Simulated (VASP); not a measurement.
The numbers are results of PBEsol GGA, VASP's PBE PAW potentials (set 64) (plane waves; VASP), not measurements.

VASP ran on this input.

**POSCAR**
```
MgO
1.0
  0.0000000000   2.0653678203   2.0653678203
  2.0653678203   0.0000000000   2.0653678203
  2.0653678203   2.0653678203   0.0000000000
Mg O
1 1
Direct
  0.0000000000   0.0000000000   0.0000000000
  0.5000000000   0.5000000000   0.5000000000
```

### KPOINTS
```
Automatic mesh
0
Gamma
11 11 11
0 0 0
```

**INCAR**
```
SYSTEM = MgO
PREC = Accurate; ENCUT = 620; LREAL = .False.
LASPH = .True.
EDIFF = 1E-6; NELM = 100; ALGO = Normal
ISMEAR = 0; SIGMA = 0.05
GGA = PS
IBRION = 2; NSW = 40; ISIF = 3
EDIFFG = -0.02; PSTRESS = 200
LWAVE = .False.; LCHARG = .False.
```

POTCAR, in this order: Mg O (PBE.64 set). Program: vasp_std.

Energy and stress use the plane-wave basis of the starting cell.

Problem. Predict the energy per atom (σ→0), volume per atom, band gap (on the k-mesh).

Solution. 
The energy per atom (σ→0) is -6.206 eV/atom and the band gap (on the k-mesh) comes out as 5.71 eV. The volume per atom comes out as 8.42 Å³/atom.

File OSZICAR:
```
...
       N       E                     dE             d eps       ncg     rms          rms(c)
DAV:   1    -0.124752306692E+02   -0.15286E+00   -0.14089E+00   896   0.123E+01    0.189E+00
DAV:   2    -0.124126301068E+02    0.62601E-01   -0.40253E-01   896   0.488E+00    0.193E-01
DAV:   3    -0.124121881525E+02    0.44195E-03   -0.24025E-03   976   0.662E-01    0.108E-01
DAV:   4    -0.124118848012E+02    0.30335E-03   -0.28306E-04   896   0.184E-01    0.208E-02
DAV:   5    -0.124118810541E+02    0.37471E-05   -0.24688E-05  1056   0.400E-02    0.601E-03
DAV:   6    -0.124118811937E+02   -0.13954E-06   -0.33426E-07   488   0.530E-03
   3 F= -.10309299E+02 E0= -.10309299E+02  d E =-.252228E-01
```

The compound is MgO in the rock salt structure. This run relaxes it under an external pressure of 20 GPa. Symmetry was kept, so distortions that lower it aren't found.
